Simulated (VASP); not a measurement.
Computed with RPBE GGA, VASP's PBE PAW potentials (set 64) (plane waves; VASP 6.6.1).

Input for VASP

### KPOINTS
```
Regular mesh
0
gamma
  5 5 5
0 0 0
```

**INCAR**
```
LASPH=.TRUE.   ! aspherical one-centre terms
ENCUT=520   ! plane-wave cut-off (eV)
EDIFF=1E-6
ISIF=3
SIGMA=0.05
ISMEAR=0   ! Gaussian
IBRION=2
ALGO=Normal   ! blocked Davidson
NSW=60   ! most ionic steps
LREAL=.FALSE.
LWAVE=.FALSE.
LCHARG=.FALSE.
EDIFFG=-0.02   ! ionic stop
SYSTEM=Na2S
GGA=RP   ! RPBE
PREC=Accurate
NELM=100
```

POSCAR:
```
Na2S
1
    0.0000000000     3.3391413405     3.3391413405
    3.3391413405     0.0000000000     3.3391413405
    3.3391413405     3.3391413405     0.0000000000
Na S
2 1
Direct
  0.2500000000   0.2500000000   0.2500000000
  0.7500000000   0.7500000000   0.7500000000
  0.0000000000   0.0000000000   0.0000000000
```

POTCAR, in this order: Na_pv S (PBE.64 set). Program: vasp_std.

### Question
What will the output report for the number of irreducible k-points (NKPTS), largest plane-wave count, number of space-group operations, FFT grid (NGX, NGY, NGZ)?

### Answer

```
Quantity                                       Value
--------------------------------------  ------------
number of irreducible k-points (NKPTS)            10
largest plane-wave count                        2018
number of space-group operations                  48
FFT grid (NGX, NGY, NGZ)                36 × 36 × 36
```

The compound is Na2S in the antifluorite structure. It was relaxed first, which changed the volume by +6 %. The start is the result of an earlier pass.
